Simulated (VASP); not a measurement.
## In4Sb3As: relaxation of cell and atoms with LDA

The system is In4Sb3As.

```
In Sb As
1.0
    -3.25085    3.25085    0.00000
    -3.25085   -6.50170    3.25085
     3.25085    3.25085    6.50170
In Sb As
4 3 1
Cartesian
  -1.6254 -1.6254 1.6254
  -4.8763 -1.6254 4.8763
  -1.6254 1.6254 4.8763
  -1.6254 -1.6254 8.1271
  0.0000 0.0000 0.0000
  -3.2508 0.0000 3.2508
  0.0000 3.2508 3.2508
  0.0000 0.0000 6.5017
```

The cell comes from a database or a generator and needn't be the stable form of this composition.

- Program: VASP 6.6.1
- Task: relaxation of cell and atoms
- Functional: LDA
- Potentials or basis: VASP PAW LDA potentials, release 64 (In_d, Sb, As)
- Cutoff: 300 eV
- k mesh: 4 × 4 × 3
- Occupations: gaussian, width 0.02 eV
- Spin: no spin polarisation
- Further INCAR settings: ALGO = Normal; EDIFF = 1e-06; IBRION = 2; EDIFFG = -0.005; NSW = 40; ISIF = 3

```yaml
Relaxed_volume: 31.87 Å³/atom
Relaxed_cell: a = 4.524 Å, b = 7.767 Å, c = 7.715 Å, α = 100.09°, β = 90.00°, γ = 106.93°
Space_group_after_relaxing_to_0.05_Å: Cm (No. 8)
Energy_gained_by_relaxing: 45.4 meV/atom
Ionic_steps: 27
Pressure_after_relaxing: 0.0 GPa
Largest_force_after_relaxing: 0.003 eV/Å
Band_gap_on_the_k_mesh: 0.05 eV, direct
```

Forces in eV/Å, atoms in the order of the input:
```
In   0.000  0.000 -0.001
In  -0.001 -0.001  0.002
In   0.001  0.001 -0.001
In   0.000  0.000  0.000
Sb   0.000  0.000  0.001
Sb  -0.001 -0.001 -0.002
Sb   0.000  0.000  0.003
As   0.000  0.000 -0.002
```

The path:
| step | energy change (eV) | largest force (eV/Å) | pressure (GPa) | volume (Å³) |
| --- | --- | --- | --- | --- |
| 1 | 0.0000 | 0.8374 | -2.85 | 274.84 |
| 2 | -0.2458 | 0.7397 | 1.00 | 251.25 |
| 3 | -0.2488 | 0.7514 | 0.58 | 253.33 |
| 4 | -0.3178 | 0.4087 | 0.39 | 253.63 |
| 5 | -0.3497 | 0.2596 | 0.25 | 254.01 |
| 6 | -0.3574 | 0.1382 | -0.20 | 256.25 |
| 7 | -0.3575 | 0.1245 | -0.27 | 256.52 |
| 8 | -0.3609 | 0.0691 | -0.02 | 255.10 |
| 9 | -0.3609 | 0.0703 | 0.00 | 255.00 |
| 10 | -0.3615 | 0.0440 | 0.02 | 254.91 |
| 11 | -0.3618 | 0.0457 | 0.04 | 254.76 |
| 12 | -0.3622 | 0.0395 | 0.01 | 254.96 |
| 13 | -0.3623 | 0.0407 | -0.02 | 255.09 |
| 14 | -0.3623 | 0.0454 | -0.02 | 255.14 |
| 15 | -0.3627 | 0.0347 | -0.03 | 255.14 |
| 16 | -0.3629 | 0.0280 | -0.03 | 255.14 |
| 17 | -0.3627 | 0.0494 | -0.03 | 255.14 |
| 18 | -0.3629 | 0.0269 | -0.03 | 255.14 |
| 19 | -0.3630 | 0.0168 | 0.04 | 254.83 |
| 20 | -0.3630 | 0.0165 | 0.04 | 254.82 |
| 21 | -0.3631 | 0.0086 | -0.02 | 255.07 |
| 22 | -0.3631 | 0.0079 | -0.01 | 255.04 |
| 23 | -0.3631 | 0.0067 | 0.00 | 255.00 |
| 24 | -0.3631 | 0.0074 | 0.00 | 254.99 |
| 25 | -0.3631 | 0.0068 | 0.00 | 255.00 |
| 26 | -0.3631 | 0.0069 | 0.00 | 255.00 |
| 27 | -0.3631 | 0.0031 | 0.01 | 254.97 |

Final structure:
```cif
data_structure
_symmetry_space_group_name_H-M 'P 1'
_symmetry_Int_Tables_number 1
_cell_length_a 4.5241
_cell_length_b 7.7674
_cell_length_c 7.7148
_cell_angle_alpha 100.086
_cell_angle_beta 90.000
_cell_angle_gamma 106.931
_cell_volume 254.97
loop_
_atom_site_label
_atom_site_type_symbol
_atom_site_fract_x
_atom_site_fract_y
_atom_site_fract_z
_atom_site_occupancy
In1 In 0.19007 0.38014 0.05011 1
In2 In 0.94054 0.88107 0.31330 1
In3 In 0.69246 0.38492 0.57756 1
In4 In 0.42722 0.85444 0.81115 1
Sb1 Sb 0.99905 0.99810 0.99338 1
Sb2 Sb 0.75042 0.50085 0.25026 1
Sb3 Sb 0.50175 0.00351 0.50642 1
As1 As 0.24849 0.49697 0.74783 1
```

Levels at points of the mesh, in eV from the valence-band top:
```csv
k point,band 34,band 35,band 36,band 37,band 38,band 39
"(0.00, 0.00, 0.00)",-0.51,-0.05,0.00,0.05,0.61,1.56
"(0.50, 0.00, 0.00)",-2.23,-1.64,-1.44,2.25,2.38,2.49
"(0.00, 0.50, 0.00)",-0.70,-0.49,-0.39,0.19,0.73,1.11
```

Run time: 14 min on 2 MPI ranks on AMD EPYC 7R43 64-Core Processor (Zen 3), with other jobs on the host, peak memory 0.21 GiB a rank.

Caveat: spin-orbit coupling is left out, which moves the levels of the heavy elements; an odd mesh through Γ misses points on the zone boundary, where band edges often lie.
